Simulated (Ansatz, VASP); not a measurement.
## CeTiGe3 in two plane-wave programs

Wanted: the spread between two codes on one cell, functional and k mesh.

Program: Ansatz 0.2.0. Level of theory: plane waves, with VASP 6.6.1 beside it; single point at PBEsol, DFT+U. Results are calculated unless marked as measured.

In doubt: a part-filled 4f shell, where there is one, can sit in one of many states, so energies may not be the lowest and differences between runs may mislead; derivatives with an open 4f shell can jump between states, which bears on forces and vibrations.

### 1. Set-up

Symmetry: P6_3/mmc, No. 194, hexagonal system. Conventional cell: a = 6.250 Å, b = 6.250 Å, c = 5.885 Å, α = 90.00°, β = 90.00°, γ = 120.00°. Ce has 12 Ge at 3.14 to 3.29 Å nearest. Ti has 6 Ge at 2.60 Å nearest. Nearest to Ge lie 2 Ge at 2.54 Å and 2 Ti at 2.60 Å and 4 Ce at 3.14 to 3.29 Å. Ge has 2 Ge at 2.54 Å and 2 Ti at 2.60 Å and 4 Ce at 3.14 to 3.29 Å nearest. Farther neighbours are not listed.

### 2. VASP: single point, PBEsol, DFT+U

With cell and atoms fixed, the geometry can't cause a difference; cores, projectors, grids and the points listed under the comparison can.

Lines of VASP's logs that name or quote its potential files are left out, and so is its time.

INCAR reads:

```
SYSTEM = CeTiGe3
PREC = Normal
ENCUT = 380
EDIFF = 1E-06
NELM = 150
ISMEAR = -1
SIGMA = 0.15
LREAL = Auto
ALGO = Normal
GGA = PS
NBANDS = 166
ISPIN = 2
MAGMOM = 1 -1 1 -1 0 0 0 0 0 0 0 0 0 0 0 0 0 0 0 0
LDAU = .TRUE.
LDAUTYPE = 2
LDAUL = 3 -1 -1
LDAUU = 6 0 0
LDAUJ = 0 0 0
LDAUPRINT = 1
LASPH = .TRUE.
LMAXMIX = 6
AMIX = 0.2
BMIX = 1E-04
AMIX_MAG = 0.8
BMIX_MAG = 1E-04
LORBIT = 11
LWAVE = .FALSE.
LCHARG = .FALSE.
KPAR = 4
```

POSCAR reads:

```
CeTiGe3
1.0
    6.2496957815      0.0000000000      0.0000000000
   -6.2496957816     10.8247906254      0.0000000000
    0.0000000000      0.0000000000      5.8854743101
Ce Ti Ge
4 4 12
Direct
    0.3333333300      0.3333333350      0.2500000000
    0.3333333300      0.8333333350      0.2500000000
    0.6666666700      0.1666666650      0.7500000000
    0.6666666700      0.6666666650      0.7500000000
    0.0000000000      0.0000000000      0.5000000000
    0.0000000000      0.5000000000      0.5000000000
    0.0000000000      0.0000000000      0.0000000000
    0.0000000000      0.5000000000      0.0000000000
    0.1978947600      0.1978947600      0.7500000000
    0.1978947600      0.6978947600      0.7500000000
    0.8021052400      0.3021052400      0.2500000000
    0.8021052400      0.8021052400      0.2500000000
    0.6042104800      0.4010526200      0.7500000000
    0.6042104800      0.9010526200      0.7500000000
    0.3957895200      0.0989473800      0.2500000000
    0.3957895200      0.5989473800      0.2500000000
    0.1978947600      0.4010526200      0.7500000000
    0.1978947600      0.9010526200      0.7500000000
    0.8021052400      0.0989473800      0.2500000000
    0.8021052400      0.5989473800      0.2500000000
```

KPOINTS reads:

```
Automatic mesh
0
Gamma
6 3 6
0 0 0
```

Potentials, in the order of the species: Ce, Ti_sv and Ge_d (PBE family, release 64).

Launch:

```console
> mpirun -np 4 vasp_std
```

Numbers of over 12 decimals in the logs are rounded to 6 here.

The log of the run:

```text
[banner, memory and clock lines left out]
running    4 mpi-ranks, on    1 nodes
 distrk:  each k-point on    1 cores,    4 groups
 distr:  one band on    1 cores,    1 groups

 POSCAR found type information on POSCAR CeTiGe
 POSCAR found :  3 types and      20 ions
|                                                                             |
|               ----> ADVICE to this user running VASP <----                  |
|                                                                             |
|     You enforced a specific xc type in the INCAR file but a different       |
|     [... a line on the potential file left out ...]
|     I HOPE YOU KNOW WHAT YOU ARE DOING!                                     |
|                                                                             |

 LDA part: xc-table for (Slater+PW92), standard interpolation
 POSCAR, INCAR and KPOINTS ok, starting setup
 FFT: planning ... GRIDC
 FFT: planning ... GRID_SOFT
 FFT: planning ... GRID
 WAVECAR not read
 entering main loop
       N       E                     dE             d eps       ncg     rms          rms(c)
DAV:   1     0.363869652438E+04    0.36387E+04   -0.83291E+04 22968   0.317E+03
DAV:   2     0.103855406586E+04   -0.26001E+04   -0.24473E+04 21248   0.890E+02
DAV:   3     0.108569559963E+03   -0.92998E+03   -0.84631E+03 22336   0.297E+02
DAV:   4    -0.117778914216E+03   -0.22635E+03   -0.21752E+03 26852   0.134E+02
DAV:   5    -0.136194841149E+03   -0.18416E+02   -0.18190E+02 29504   0.419E+01    0.311E+01
DAV:   6    -0.124152822010E+03    0.12042E+02   -0.66672E+01 35408   0.206E+01    0.132E+01
DAV:   7    -0.125715263736E+03   -0.15624E+01   -0.16284E+01 30920   0.102E+01    0.176E+01
DAV:   8    -0.124025691172E+03    0.16896E+01   -0.59588E+00 41536   0.702E+00    0.797E+00
DAV:   9    -0.123813333595E+03    0.21236E+00   -0.25559E+00 28520   0.479E+00    0.329E+00
DAV:  10    -0.123873866028E+03   -0.60532E-01   -0.77243E-01 29480   0.252E+00    0.376E+00
DAV:  11    -0.123909809876E+03   -0.35944E-01   -0.11854E-01 39432   0.860E-01    0.375E+00
DAV:  12    -0.124137188723E+03   -0.22738E+00   -0.42399E-01 34960   0.763E-01    0.579E+00
DAV:  13    -0.123959890566E+03    0.17730E+00   -0.15720E+00 29280   0.130E+00    0.448E+00
DAV:  14    -0.124049718463E+03   -0.89828E-01   -0.10961E+00 29768   0.150E+00    0.462E+00
[...]
DAV:  35    -0.123888089292E+03    0.11293E-04   -0.95142E-06 20352   0.598E-03    0.301E-02
DAV:  36    -0.123888076358E+03    0.12934E-04   -0.18257E-05 21896   0.813E-03    0.239E-02
DAV:  37    -0.123888067923E+03    0.84354E-05   -0.12395E-05 22408   0.668E-03    0.189E-02
DAV:  38    -0.123888065158E+03    0.27645E-05   -0.49148E-06 20032   0.429E-03    0.147E-02
DAV:  39    -0.123888062455E+03    0.27033E-05   -0.41044E-06 19744   0.574E-03    0.118E-02
DAV:  40    -0.123888060361E+03    0.20939E-05   -0.42453E-06 19760   0.349E-03    0.740E-03
DAV:  41    -0.123888059229E+03    0.11320E-05   -0.24710E-06 18120   0.349E-03    0.381E-03
DAV:  42    -0.123888058779E+03    0.45011E-06   -0.15902E-06 17592   0.253E-03
   1 F= -.12388806E+03 E0= -.12320301E+03  d E =-.137010E+01  mag=     0.0000
```

Parts of OUTCAR (step 2):

```text
ion  position               nearest neighbor table
   1  0.333  0.333  0.250-
   2  0.333  0.833  0.250-
   3  0.667  0.167  0.750-
   4  0.667  0.667  0.750-
   5  0.000  0.000  0.500-  14 2.60  15 2.60   9 2.60  12 2.60  18 2.60  19 2.60
   6  0.000  0.500  0.500-  13 2.60  16 2.60  10 2.60  11 2.60  17 2.60  20 2.60
   7  0.000  0.000  0.000-  14 2.60  15 2.60   9 2.60  12 2.60  18 2.60  19 2.60
   8  0.000  0.500  0.000-  13 2.60  16 2.60  10 2.60  11 2.60  17 2.60  20 2.60
   9  0.198  0.198  0.750-  13 2.54  17 2.54   5 2.60   7 2.60
  10  0.198  0.698  0.750-  14 2.54  18 2.54   6 2.60   8 2.60
  11  0.802  0.302  0.250-  15 2.54  19 2.54   6 2.60   8 2.60
  12  0.802  0.802  0.250-  16 2.54  20 2.54   5 2.60   7 2.60
  13  0.604  0.401  0.750-   9 2.54  17 2.54   6 2.60   8 2.60
  14  0.604  0.901  0.750-  10 2.54  18 2.54   5 2.60   7 2.60
  15  0.396  0.099  0.250-  11 2.54  19 2.54   5 2.60   7 2.60
  16  0.396  0.599  0.250-  12 2.54  20 2.54   6 2.60   8 2.60
  17  0.198  0.401  0.750-  13 2.54   9 2.54   6 2.60   8 2.60
  18  0.198  0.901  0.750-  14 2.54  10 2.54   5 2.60   7 2.60
  19  0.802  0.099  0.250-  15 2.54  11 2.54   5 2.60   7 2.60
  20  0.802  0.599  0.250-  16 2.54  12 2.54   6 2.60   8 2.60

  LATTYP: Found a simple orthorhombic cell.
 ALAT       =     5.8854743101
 B/A-ratio  =     1.0618848120
 C/A-ratio  =     1.8392384462

 Subroutine GETGRP returns: Found  8 space group operations
 (whereof  4 operations were pure point group operations)

The static configuration has the point symmetry C_2h.
 The point group associated with its full space group is D_2h.

 Found     32 irreducible k-points:

   k-points           NKPTS =     32   k-points in BZ     NKDIM =     32   number of bands    NBANDS=    166

   dimension x,y,z NGX =    30 NGY =   60 NGZ =   28
   dimension x,y,z NGXF=    60 NGYF=  120 NGZF=   56

   ENCUT  =  380.0 eV  27.93 Ry    5.28 a.u.   9.93 19.87  9.35*2*pi/ulx,y,z

   NELECT =     264.0000    total number of electrons

 k-points in reciprocal lattice and weights: Automatic mesh
   0.00000000  0.00000000  0.00000000       0.009
   0.16666667  0.00000000  0.00000000       0.037
   0.33333333  0.00000000  0.00000000       0.037
   0.50000000  0.00000000  0.00000000       0.009
   0.00000000  0.33333333  0.00000000       0.019
   0.16666667  0.33333333  0.00000000       0.019
   0.50000000  0.33333333  0.00000000       0.019
  -0.33333333  0.33333333  0.00000000       0.019
   0.00000000  0.00000000  0.16666667       0.019
[...]
0.50000000  0.33333333  0.50000000       0.019
  -0.33333333  0.33333333  0.50000000       0.019

atom =   1  type =  1  l = 3

 onsite density matrix

spin component  1

  0.1166  0.0000 -0.0012 -0.0000  0.0000  0.0000  0.0000
  0.0000  0.0141 -0.0000  0.0000 -0.0000 -0.0000 -0.0000
 -0.0012 -0.0000  0.1311  0.0000 -0.0000 -0.0000 -0.0000
 -0.0000  0.0000  0.0000  0.1383  0.0000 -0.0010 -0.0000
  0.0000 -0.0000 -0.0000  0.0000  0.1318  0.0000 -0.0000
  0.0000 -0.0000 -0.0000 -0.0010  0.0000  0.0139 -0.0000
  0.0000 -0.0000 -0.0000 -0.0000 -0.0000 -0.0000  0.1192

spin component  2

  0.0192 -0.0000 -0.0004  0.0000  0.0000  0.0000  0.0000
 -0.0000  0.0106 -0.0000  0.0000 -0.0000  0.0000  0.0000
 -0.0004 -0.0000  0.0202 -0.0000 -0.0000  0.0000 -0.0000
  0.0000  0.0000 -0.0000  0.0132 -0.0000  0.0001 -0.0000
  0.0000 -0.0000 -0.0000 -0.0000  0.0202  0.0000  0.0001
  0.0000  0.0000  0.0000  0.0001  0.0000  0.0107 -0.0000
  0.0000  0.0000 -0.0000 -0.0000  0.0001 -0.0000  0.0208

 occupancies and eigenvectors

  o =  0.0106  v =  0.0000  0.0000  0.0000  0.0000  0.0000  0.0000  0.0000  0.0000  1.0000  0.0000 -0.0000 -0.0000  0.0000 -0.0000      0.0000  0.0000  0.0000  0.0000  0.0000  0.0000  0.0000  0.0000  0.0000  0.0000  0.0000  0.0000  0.0000  0.0000
[...]
135       8.1673      0.11553
    136       8.2134      0.08766
    ...

 k-point     3 :       0.3333    0.0000    0.0000
  band No.  band energies     occupation
    ...
    126       6.6748      0.99963
    127       6.8096      0.99910
    128       6.8299      0.99897
    129       7.0899      0.99422
    130       7.2561      0.98270
    131       7.9296      0.38917
    132       8.0066      0.27606
    133       8.0747      0.19499
    134       8.1104      0.16031
    135       8.1765      0.10943
    ...

 k-point     4 :       0.5000    0.0000    0.0000
  band No.  band energies     occupation
    ...
    126       6.4847      0.99990
    127       6.5264      0.99986
    128       6.5264      0.99986
    129       6.9200      0.99813
    130       6.9200      0.99813
    131       7.9738      0.32190
    132       7.9738      0.32189
    133       8.1360      0.13859
    134       8.1360      0.13859
    135       8.1614      0.11962
    ...

 k-point     5 :       0.0000    0.3333    0.0000
  band No.  band energies     occupation
    ...
    127       6.8107      0.99910
    128       7.2558      0.98273
    129       7.3424      0.96965
    130       7.3547      0.96714
    131       7.6964      0.75103
    132       8.0054      0.27766
    133       8.0708      0.19903
    134       8.0976      0.17208
    135       8.1315      0.14222
    136       8.2160      0.08627
    ...

 k-point     6 :       0.1667    0.3333    0.0000
  band No.  band energies     occupation
    ...
    126       6.5939      0.99979
    127       6.6057      0.99977
    128       6.6321      0.99973
    129       7.3609      0.96579
    130       7.3711      0.96347
    131       7.8793      0.47112
    132       7.9753      0.31967
    133       8.0974      0.17233
    134       8.1152      0.15600
    135       8.1519      0.12643
    ...

 spin component 2
 k-point     1 :       0.0000    0.0000    0.0000
  band No.  band energies     occupation
    ...
    126       6.4860      0.99990
    127       6.5259      0.99986
    128       6.9204      0.99813
    129       7.2349      0.98494
    130       7.5375      0.89693
    131       7.9760      0.31858
    132       7.9909      0.29743
    133       7.9924      0.29536
    134       8.1113      0.15950
    135       8.1253      0.14739
    ...

 k-point     2 :       0.1667    0.0000    0.0000
  band No.  band energies     occupation
    ...
    127       6.8298      0.99897
    128       7.0901      0.99421
    129       7.3404      0.97003
    130       7.3547      0.96714
    131       7.7038      0.74164
    132       7.9301      0.38833
    133       8.0835      0.18589
    134       8.0943      0.17531
    135       8.1673      0.11553
    136       8.2134      0.08766
    ...

  Total       -9.1694715     -9.1062496    -13.4729040      0.0000000      0.0000000      0.0000000
  in kB      -36.8973383    -36.6429375    -54.2140617      0.0000000      0.0000000      0.0000000
  external PRESSURE =     -42.5847792 kB  Pullay stress =       0.0000000 kB

  energy-cutoff  :      380.00
  volume of cell :      398.16
      direct lattice vectors                 reciprocal lattice vectors
     6.249695781  0.000000000  0.000000000     0.160007788  0.092380540  0.000000000
    -6.249695782 10.824790625  0.000000000     0.000000000  0.092380540  0.000000000
     0.000000000  0.000000000  5.885474310     0.000000000  0.000000000  0.169909840

 POSITION                                       TOTAL-FORCE (eV/Angst)
 -----------------------------------------------------------------------------------
     -0.00000      3.60826      1.47137         0.000000     -0.000301      0.000000
     -3.12485      9.02066      1.47137         0.000000     -0.000301      0.000000
      3.12485      1.80413      4.41411        -0.000000      0.000301      0.000000
      0.00000      7.21653      4.41411        -0.000000      0.000301      0.000000
      0.00000      0.00000      2.94274         0.000000     -0.000000      0.000000
     -3.12485      5.41240      2.94274         0.000000     -0.000000      0.000000
      0.00000      0.00000      0.00000         0.000000     -0.000000      0.000000
     -3.12485      5.41240      0.00000         0.000000     -0.000000      0.000000
     -0.00000      2.14217      4.41411         0.000000     -0.147926      0.000000
     -3.12485      7.55456      4.41411         0.000000     -0.147926     -0.000000
      3.12485      3.27023      1.47137        -0.000000      0.147926     -0.000000
     -0.00000      8.68262      1.47137        -0.000000      0.147926     -0.000000
      1.26967      4.34131      4.41411         0.130352      0.072805     -0.000000
     -1.85517      9.75371      4.41411         0.130352      0.072805     -0.000000
      1.85517      1.07108      1.47137        -0.130352     -0.072805     -0.000000
     -1.26967      6.48348      1.47137        -0.130352     -0.072805     -0.000000
     -1.26967      4.34131      4.41411        -0.130352      0.072805     -0.000000
     -4.39452      9.75371      4.41411        -0.130352      0.072805     -0.000000
      4.39452      1.07108      1.47137         0.130352     -0.072805     -0.000000
      1.26967      6.48348      1.47137         0.130352     -0.072805     -0.000000
 -----------------------------------------------------------------------------------
    total drift:                               -0.000227      0.000134     -0.000064

  FREE ENERGIE OF THE ION-ELECTRON SYSTEM (eV)
  ---------------------------------------------------
  free  energy   TOTEN  =      -123.8880587788 eV

  energy  without entropy=     -122.5179539927  energy(sigma->0) =     -123.20300639

 total charge
# of ion       s       p       d       f       tot
--------------------------------------------------
    1        1.971   5.700   0.958   0.777   9.406
    2        1.971   5.700   0.958   0.777   9.406
    3        1.971   5.700   0.958   0.777   9.406
    4        1.971   5.700   0.958   0.777   9.406
    5        2.170   6.130   2.015   0.000  10.316
    6        2.170   6.130   2.015   0.000  10.316
    7        2.170   6.130   2.015   0.000  10.316
    8        2.170   6.130   2.015   0.000  10.316
    9        1.145   1.257  10.025   0.000  12.426
   10        1.145   1.257  10.025   0.000  12.426
   11        1.145   1.257  10.025   0.000  12.426
   12        1.145   1.257  10.025   0.000  12.426
   13        1.145   1.257  10.025   0.000  12.426
   14        1.145   1.257  10.025   0.000  12.426
   15        1.145   1.257  10.025   0.000  12.426
   16        1.145   1.257  10.025   0.000  12.426
   17        1.145   1.257  10.025   0.000  12.426
   18        1.145   1.257  10.025   0.000  12.426
   19        1.145   1.257  10.025   0.000  12.426
   20        1.145   1.257  10.025   0.000  12.426
--------------------------------------------------
tot         30.306  62.397 132.188   3.109 228.000

 magnetization (x)
# of ion       s       p       d       f       tot
--------------------------------------------------
    1       -0.001  -0.002   0.024   0.550   0.570
    2        0.001   0.002  -0.024  -0.550  -0.570
    3       -0.001  -0.002   0.024   0.550   0.570
    4        0.001   0.002  -0.024  -0.550  -0.570
    5        0.000   0.000   0.000   0.000   0.000
    6        0.000   0.000   0.000   0.000   0.000
    7        0.000   0.000   0.000   0.000   0.000
    8        0.000   0.000   0.000   0.000   0.000
    9       -0.001  -0.003   0.001   0.000  -0.004
   10        0.001   0.003  -0.001   0.000   0.004
   11       -0.001  -0.003   0.001   0.000  -0.004
   12        0.001   0.003  -0.001   0.000   0.004
   13       -0.000  -0.002   0.000   0.000  -0.002
   14        0.000   0.002  -0.000   0.000   0.002
   15       -0.000  -0.002   0.000   0.000  -0.002
   16        0.000   0.002  -0.000   0.000   0.002
   17       -0.000  -0.002   0.000   0.000  -0.002
   18        0.000   0.002  -0.000   0.000   0.002
   19       -0.000  -0.002   0.000   0.000  -0.002
   20        0.000   0.002  -0.000   0.000   0.002
--------------------------------------------------
tot          0.000   0.000   0.000   0.000   0.000
```

The magnetic state follows from one typed start and may not be the lowest. DFT+U on an f shell has many metastable occupations, and no search among them was made.

(Part 1 of 2 ends here.)

[Lines on the potential files, build, host, timing and source positions are cut from VASP's logs without a mark.]

[Logs are printed without paths, hosts, clocks, repeated set-up lines and the standing remarks that a program may print on its own settings, such as how far it seeks lower states.]

[Hosts, paths, dates, database ids (printed as entryN), source tags and the programs' standing remarks are cut or masked in the printed files.]
